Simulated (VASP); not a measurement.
```xyz
2
Lattice="2.9500 0.0000 0.0000 -1.4750 2.5548 0.0000 0.0000 0.0000 4.6800" Properties=species:S:1:pos:R:3 pbc="T T T"
Ti     1.4750     0.8516     3.5100
Ti     0.0000     1.7032     1.1700
```

Computed with PBE GGA, VASP's PBE PAW potentials (set 64) (plane waves; VASP 6.6.1). Run with 480 eV cut-off, 13×13×7 Γ-centred mesh, first-order Methfessel-Paxton smearing of 0.10 eV, potentials Ti_sv.

Question: The ions, cell shape and volume are relaxed. Which structure does the run end with?

Answer: 
```xyz
2
Lattice="2.9339 0.0000 0.0000 -1.4669 2.5408 0.0000 0.0000 0.0000 4.6507" Properties=species:S:1:pos:R:3 pbc="T T T"
Ti     1.4669     0.8469     3.4880
Ti     0.0000     1.6939     1.1627
```
Space group P6_3/mmc (194), at a tolerance of 0.03 Å.

Question: How do energy and volume change from the first to the last step?

Answer: The energy (σ→0) changes by -1.8 meV/atom and the volume by -1.7 %, in 3 ionic steps.

The compound is Ti in the hcp structure. This run relaxes it. Symmetry was kept, so distortions that lower it aren't found.
